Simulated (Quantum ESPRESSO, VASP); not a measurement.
## Equation of state of Zn3P under PBE

Symmetry: Pm-3m, No. 221, cubic system. The conventional cell has a = 3.976 Å, b = 3.976 Å, c = 3.976 Å, α = 90.00°, β = 90.00°, γ = 90.00°. Zn (site symmetry 4/mmm) is surrounded by 8 Zn at 2.81 Å and 4 P at 2.81 Å. P (site symmetry m-3m) has 12 Zn at 2.81 Å as nearest neighbours.

The cell comes from a database or a generator and needn't be the stable form of this composition.

The cell was scaled at fixed shape and fractions and run with VASP, PBE PAW files P, Zn, 520 eV; PBE, k mesh 7 × 7 × 7 on the cell of 4 atoms, fermi-dirac occupations of 0.05 eV, no spin polarisation, no spin-orbit coupling. Energies are those that the program minimises, any entropy of the smearing included. For a metal such a mesh isn't converged to the digits shown.

| V (Å³/atom) | energy over the lowest row (meV/atom) |
| --- | --- |
| 14.7655 | 11.109 |
| 15.0797 | 3.816 |
| 15.3939 | 0.250 |
| 15.7080 | 0.000 |
| 16.0222 | 2.698 |
| 16.3363 | ? |
| 16.6505 | 15.607 |

Task: Fit the third-order Birch-Murnaghan form, give V0, B0 and B′, and predict the energy left open.

Result: With y = (V0/V)^(2/3), E = E0 + (9 V0 B0/16) [(y - 1)³ B′ + (y - 1)² (6 - 4y)]. Least squares through the rows shown give V0 = 15.5745 Å³/atom, E0 = -0.271 meV, B0 = 78.10 GPa (1 eV/Å³ = 160.218 GPa) and B′ = 4.93, with a largest miss of 0.003 meV. At V = 16.3363 the form with these constants gives 7.993 meV; the run gave 7.999 meV an atom. Other set-ups at this level, from all their volumes (Å³/atom, GPa): Quantum ESPRESSO, SSSP 1.3 efficiency PBE: V0 15.562, B0 78.08.
